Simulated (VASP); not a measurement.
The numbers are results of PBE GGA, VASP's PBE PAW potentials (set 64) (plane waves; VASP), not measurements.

A VASP calculation is set up with these files.

File POSCAR:
```
BPt2
12.2064160
  0.3276870950   0.0000000000   0.0000000000
  0.0000000000   0.3276870950   0.0000000000
  0.0000000000   0.0000000000   0.5000000000
Pt B
4 2
Cartesian
 -0.0006471820   0.0003253933  -0.0003700000
  0.1656238715   0.1679465176  -0.0012475000
  0.1668563027   0.0011495263   0.1389975000
  0.0003791340   0.1610487043   0.3665890000
  0.1617129260  -0.0046787163   0.3476160000
 -0.0023944096   0.1657392174   0.1484145000
```

**INCAR**
```
! general
SYSTEM  = BPt2
PREC    = Accurate
ENCUT   = 400
LREAL   = .FALSE.   ! projection in real space or not
LASPH   = .TRUE.

! electronic loop
EDIFF   = 1E-6   ! SCF stop (eV)
NELM    = 100   ! most electronic steps
ALGO    = Normal   ! blocked Davidson
LMAXMIX = 6

! smearing
ISMEAR  = 0   ! Gaussian
SIGMA   = 0.05

! functional
GGA     = PE   ! PBE

! ions
ISIF    = 2

! output
LWAVE   = .FALSE.
LCHARG  = .FALSE.
```

### KPOINTS
```
Automatic mesh
0
Gamma
3 3 2
0 0 0
```

POTCAR, in this order: Pt B (PBE.64 set). Program: vasp_std.

The run wrote:

**OUTCAR**
```
 ion  position               nearest neighbor table
   1  0.998  0.001  0.999-   4 2.55   3 2.59   4 2.61   3 2.66   6 2.69   5 2.72   6 2.72   5 2.74
                             2 2.77   2 2.82   2 2.84   2 2.88
   2  0.505  0.513  0.998-   4 2.56   4 2.58   3 2.61   5 2.64   3 2.66   6 2.67   6 2.75   1 2.77
                             5 2.80   1 2.82   1 2.84   1 2.88
   3  0.509  0.004  0.278-   5 2.55   1 2.59   2 2.61   1 2.66   2 2.66   6 2.78   6 2.79
   4  0.001  0.491  0.733-   1 2.55   2 2.56   2 2.58   1 2.61   6 2.66   5 2.80
   5  0.493  0.986  0.695-   3 2.55   2 2.64   1 2.72   1 2.74   4 2.80   2 2.80
   6  0.993  0.506  0.297-   4 2.66   2 2.67   1 2.69   1 2.72   2 2.75   3 2.78   3 2.79
  LATTYP: Found a simple tetragonal cell.
 ALAT       =     3.9998850000
 C/A-ratio  =     1.5258458681
 Subroutine PRICEL returns:
 Original cell was already a primitive cell.
 Subroutine GETGRP returns: Found  1 space group operations
The static configuration has the point symmetry C_1 .
The dynamic configuration has the point symmetry C_1 .
 Subroutine INISYM returns: Found  1 space group operations
 Subroutine IBZKPT returns following result:
 Found     10 irreducible k-points:

 Following reciprocal coordinates:
            Coordinates               Weight
  0.000000  0.000000  0.000000      1.000000
  0.333333  0.000000  0.000000      2.000000
...
```

OSZICAR:
```
       N       E                     dE             d eps       ncg     rms          rms(c)
DAV:   1     0.204716456602E+03    0.20472E+03   -0.19301E+04   564   0.126E+03
DAV:   2    -0.215676716169E+02   -0.22628E+03   -0.21737E+03   616   0.270E+02
DAV:   3    -0.330715642660E+02   -0.11504E+02   -0.10959E+02   740   0.504E+01
DAV:   4    -0.333624795831E+02   -0.29092E+00   -0.28510E+00   653   0.809E+00
DAV:   5    -0.333723101613E+02   -0.98306E-02   -0.97890E-02   710   0.149E+00    0.230E+01
DAV:   6    -0.322630204305E+02    0.11093E+01   -0.20967E+01   722   0.270E+01    0.176E+01
DAV:   7    -0.314246957738E+02    0.83832E+00   -0.62540E+00   676   0.184E+01    0.856E+00
DAV:   8    -0.314090060722E+02    0.15690E-01   -0.20244E+00   675   0.125E+01    0.530E+00
DAV:   9    -0.312652972781E+02    0.14371E+00   -0.13020E+00   663   0.858E+00    0.182E+00
DAV:  10    -0.312383472255E+02    0.26950E-01   -0.14727E-01   708   0.311E+00    0.912E-01
DAV:  11    -0.312339845500E+02    0.43627E-02   -0.21718E-02   660   0.131E+00    0.452E-01
DAV:  12    -0.312335292696E+02    0.45528E-03   -0.57598E-03   690   0.584E-01    0.334E-01
DAV:  13    -0.312331800525E+02    0.34922E-03   -0.63484E-04   673   0.189E-01    0.149E-01
DAV:  14    -0.312331033494E+02    0.76703E-04   -0.17736E-04   697   0.893E-02    0.405E-02
DAV:  15    -0.312331003634E+02    0.29861E-05   -0.29932E-05   708   0.445E-02    0.107E-02
DAV:  16    -0.312331004401E+02   -0.76679E-07   -0.34635E-06   379   0.162E-02
   1 F= -.31233100E+02 E0= -.31226527E+02  d E =-.131477E-01
```

File OUTCAR:
```
------------------------ aborting loop because EDIFF is reached ----------------------------------------
  FORCE on cell =-STRESS in cart. coord.  units (eV):
  Direction    XX          YY          ZZ          XY          YZ          ZX
  --------------------------------------------------------------------------------------
  Total       -5.2078463     -5.7303577     -7.8712757      0.0377684      0.4147760     -0.9837342
  in kB      -85.4506871    -94.0240885   -129.1524125      0.6197067      6.8056729    -16.1411766
  external PRESSURE =    -102.8757293 kB  Pullay stress =       0.0000000 kB
  volume of cell :       97.65
      direct lattice vectors                 reciprocal lattice vectors
     3.999885000  0.000000000  0.000000000     0.250007188  0.000000000  0.000000000
     0.000000000  3.999885000  0.000000000     0.000000000  0.250007188  0.000000000
     0.000000000  0.000000000  6.103208000     0.000000000  0.000000000  0.163848258
 POSITION                                       TOTAL-FORCE (eV/Angst)
 -----------------------------------------------------------------------------------
      3.99199      0.00397      6.09869         0.475283     -0.203042      0.425950
      2.02167      2.05003      6.08798        -0.245088     -0.289887      0.407277
      2.03672      0.01403      1.69666        -0.192174      0.297896      4.233321
      0.00463      1.96583      4.47474         0.246350      0.332627     -4.881926
      1.97394      3.94277      4.24315        -0.112405     -0.164810      0.311124
      3.97066      2.02308      1.81161        -0.171965      0.027217     -0.495746
 -----------------------------------------------------------------------------------
    total drift:                                0.000062     -0.000071     -0.000261
  FREE ENERGIE OF THE ION-ELECTRON SYSTEM (eV)
  ---------------------------------------------------
  free  energy   TOTEN  =       -31.2331004401 eV

  energy  without entropy=      -31.2199527071  energy(sigma->0) =      -31.22652657
```
(Selected blocks of OUTCAR.)

File OUTCAR:
```
 val. band max:        6.8397730124   @ k =   0.0000   0.0000   0.0000

 cond. band min:       6.8889308799   @ k =  -0.3333   0.3333   0.5000


 Fermi energy:         6.8764751394

 k-point     1 :       0.0000    0.0000    0.0000
  band No.  band energies     occupation
      1      -3.0156      2.00000
      2      -0.6373      2.00000
      3       0.7299      2.00000
      4       1.0490      2.00000
      5       1.2446      2.00000
      6       1.4017      2.00000
      7       1.4342      2.00000
      8       2.0767      2.00000
      9       3.0183      2.00000
     10       3.0361      2.00000
     11       3.4105      2.00000
     12       3.6871      2.00000
     13       4.6446      2.00000
     14       5.2129      2.00000
     15       5.2588      2.00000
     16       5.3704      2.00000
     17       5.4077      2.00000
     18       5.8813      2.00000
     19       5.9757      2.00000
     20       6.0249      2.00000
     21       6.3787      2.00000
     22       6.5876      2.00000
     23       6.8225      1.87288
     24       6.8398      1.70077
     25       6.9054      0.41322
     26       7.7784      0.00000
     27       8.4933      0.00000

 k-point     2 :       0.3333    0.0000    0.0000
  band No.  band energies     occupation
      1      -1.8802      2.00000
      2      -0.2673      2.00000
      3       1.3212      2.00000
      4       1.5201      2.00000
      5       1.5939      2.00000
      6       1.6592      2.00000
      7       1.6904      2.00000
      8       1.9209      2.00000
      9       2.4148      2.00000
     10       2.8024      2.00000
     11       2.9671      2.00000
     12       3.1696      2.00000
     13       3.5862      2.00000
     14       3.8988      2.00000
     15       4.6922      2.00000
     16       4.7101      2.00000
     17       5.0897      2.00000
     18       5.3113      2.00000
     19       5.4837      2.00000
     20       5.6630      2.00000
     21       6.2282      2.00000
...
```

At this cut-off the stress carries a Pulay error, which pulls relaxed volumes low. Unless said otherwise, spin-orbit coupling is left out, though it shifts the bands of the heavy elements here.

The structure was generated: BPt2 was put into an ordered model structure, which need not be its known phase. The cell was not relaxed at this level, atoms are displaced from their ideal sites. The k-mesh is coarse (spacing up to 0.52 per Å, 2π included), so the numbers may not be converged in it.
